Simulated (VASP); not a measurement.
# FeSi (B20): computed properties

Computed with PBEsol GGA, VASP's PBE PAW potentials (set 64) (plane waves; VASP 6.6.1).

```json
{
  "space_group": "P2_13 (198)",
  "cell": "a = b = c = 4.405 Å, α = β = γ = 90.00°",
  "volume_per_atom": "10.68 Å³/atom",
  "band gap (over mesh and band path)": "0.14 eV",
  "smallest direct gap (over mesh and band path)": "0.16 eV",
  "band_edge_character": "indirect, Γ-R at 0.27 to M-Γ at 0.45",
  "density": "6.52 g/cm³",
  "optical Γ-point spectrum": "214 (×2), 235 (×3), 251, 307 (×3), 353 (×3), 355 (×2), 378 (×3), 414, 482 (×3) cm⁻¹"
}
```

```
FeSi
1.0
    4.40456     0.00000     0.00000
    0.00000     4.40456     0.00000
    0.00000     0.00000     4.40456
Fe Si
4 4
Direct
  0.86274   0.63726   0.36274
  0.36274   0.86274   0.63726
  0.13726   0.13726   0.13726
  0.63726   0.36274   0.86274
  0.15889   0.34111   0.65889
  0.65889   0.15889   0.34111
  0.84111   0.84111   0.84111
  0.34111   0.65889   0.15889
```

Measured: gap 0.05 eV (computed value off by +0.09 eV), as given by Jan M Tomczak, Journal of Physics Condensed Matter (2018), arXiv:1802.07220; a 4.483 Å (computed value off by -1.7 %), as given by Wikipedia, Iron monosilicide. The calculation is for a static lattice, while the measured a holds thermal and zero-point effects, which are part of the difference.

The compound is FeSi in the B20 structure. It was relaxed first, which changed the volume by -6 %. Symmetry was kept, so distortions that lower it aren't found. The run is not spin-polarised, so no magnetic state was tried.
